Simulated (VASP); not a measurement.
Data:

```
CELL_PARAMETERS angstrom
      0.00000     3.34137     3.34137
      3.34137     0.00000     3.34137
      3.34137     3.34137     0.00000
ATOMIC_POSITIONS crystal
  Na 0.00000 0.00000 0.00000
  I  0.50000 0.50000 0.50000
```

Calculation: revPBE GGA, VASP's PBE PAW potentials (set 64) (plane waves; VASP). Numerical set-up: 520 eV cut-off, 8×8×8 Γ-centred mesh, tetrahedra with Blöchl corrections, potentials Na_pv I.

Unless said otherwise, spin-orbit coupling is left out, though it shifts the bands of the heavy elements here.

Question: Estimate the energy per atom (σ→0), band gap (on the k-mesh) with the smallest direct gap where there is one.

Answer: 
```yaml
band gap (on the k-mesh): 3.64 eV
smallest direct gap (on the k-mesh): 3.64 eV
energy per atom (σ→0): -2.533 eV/atom
```

Total energies compare only between runs with the same potentials, cut-off and functional.

The compound is NaI in the rock salt structure. It was relaxed first, which changed the volume by +10 %.
